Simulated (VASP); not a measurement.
Given:

```xyz
2
Lattice="0.0000 2.6747 2.6747 2.6747 0.0000 2.6747 2.6747 2.6747 0.0000" Properties=species:S:1:pos:R:3 pbc="T T T"
Ag     5.3493     5.3493     5.3493
Cl     2.6747     2.6747     2.6747
```

Computed with LDA (Ceperley-Alder, Perdew-Zunger) with spin-orbit coupling, VASP's LDA PAW potentials (set 64) (plane waves; VASP 6.6.1). Settings: 400 eV cut-off, 8×8×8 Γ-centred mesh, Gaussian smearing of 0.050 eV, potentials Ag Cl.

Task: Give the energies of bands 7 to 20 at the high-symmetry points, in eV from the valence-band maximum.

Result: 
```
band      Γ      X      U      L      W
----  -----  -----  -----  -----  -----
7     -2.91  -3.66  -4.59  -5.00  -4.87
8     -2.91  -3.66  -4.59  -5.00  -4.87
9     -2.86  -3.59  -2.93  -2.65  -2.74
10    -2.86  -3.59  -2.93  -2.65  -2.74
11    -2.83  -2.75  -2.64  -2.59  -2.60
12    -2.83  -2.75  -2.64  -2.59  -2.60
13    -2.83  -2.70  -2.20  -2.09  -2.25
14    -2.83  -2.70  -2.20  -2.09  -2.25
15    -2.75  -2.24  -1.93  -0.04  -2.16
16    -2.75  -2.24  -1.93  -0.04  -2.16
17    -2.75  -2.06  -1.33   0.00  -1.53
18    -2.75  -2.06  -1.33   0.00  -1.53
19     0.62   1.89   3.30   3.62   4.13
20     0.62   1.89   3.30   3.62   4.13
```

The gap is indirect, 0.62 eV, from the valence maximum at L to the conduction minimum at Γ.

The compound is AgCl in the rock salt structure. It was relaxed first, which changed the volume by -10 %.
